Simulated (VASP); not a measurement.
All values below come from LDA (Ceperley-Alder, Perdew-Zunger), VASP's LDA PAW potentials (set 64) (plane waves; VASP).

Input for VASP

**POSCAR**
```
MgB2
1
    1.4374865227    -2.4897987223    -0.0000000000
    1.4374865227     2.4897987223     0.0000000000
   -0.0000000000    -0.0000000000     3.1457256511
Mg B
1 2
Direct
  1.0000000000   0.0000000000   0.0000000000
  0.3333330000   0.6666670000   0.5000000000
  0.6666670000   0.3333330000   0.5000000000
```

### KPOINTS
```
Regular mesh
0
gamma
  12 12 10
```

INCAR:
```
SYSTEM  =  MgB2
PREC  =  Accurate; ENCUT  =  620; LREAL  =  .FALSE.
LASPH  =  .TRUE.
EDIFF  =  1E-6; NELM  =  100; ALGO  =  Normal
ISMEAR  =  1; SIGMA  =  0.1
IBRION  =  2; NSW  =  40; ISIF  =  3
EDIFFG  =  -0.02; PSTRESS  =  450
LWAVE  =  .FALSE.; LCHARG  =  .FALSE.
```

POTCAR, in this order: Mg B (LDA.64 set). Program: vasp_std.

Problem. What will the output report for the number of irreducible k-points (NKPTS), largest plane-wave count, number of space-group operations, FFT grid (NGX, NGY, NGZ)?

Solution. 
- number of irreducible k-points (NKPTS): 114
- largest plane-wave count: 804
- number of space-group operations: 24
- FFT grid (NGX, NGY, NGZ): 24 × 24 × 28

The compound is MgB2 in the AlB2 type structure. It was relaxed first under an external pressure of 45 GPa.
